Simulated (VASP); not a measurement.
Data:

```yaml
crystal:
  lattice:
    - [3.96054, 0.00000, 0.00000]
    - [0.00000, 3.96054, 0.00000]
    - [0.00000, 0.00000, 3.96054]
  atoms:
    - { symbol: K, position: [0.00000, 0.00000, 0.00000] }
    - { symbol: Ta, position: [0.50000, 0.50000, 0.50000] }
    - { symbol: O, position: [0.50000, 0.00000, 0.50000] }
    - { symbol: O, position: [0.00000, 0.50000, 0.50000] }
    - { symbol: O, position: [0.50000, 0.50000, 0.00000] }
```

These are LDA (Ceperley-Alder, Perdew-Zunger), VASP's LDA PAW potentials (set 64) (plane waves; VASP) values and carry that method's errors. Numerical set-up: 520 eV cut-off, 6×6×6 Γ-centred mesh, tetrahedra with Blöchl corrections, potentials K_sv Ta_pv O.

The cores are frozen, which limits the accuracy of field gradients.

Problem. Give the principal components of the electric field gradient (V/Å²) and the asymmetry η at each nucleus.

Solution. 
```csv
atom,Vxx,Vyy,Vzz,η
K1,0.0,0.0,0.0,-
Ta2,0.0,0.0,0.0,-
O3,-5.9,-5.9,11.7,0.00
O4,-5.9,-5.9,11.7,0.00
O5,-5.9,-5.9,11.7,0.00
```

The compound is KTaO3 in the cubic perovskite structure. It was relaxed first.
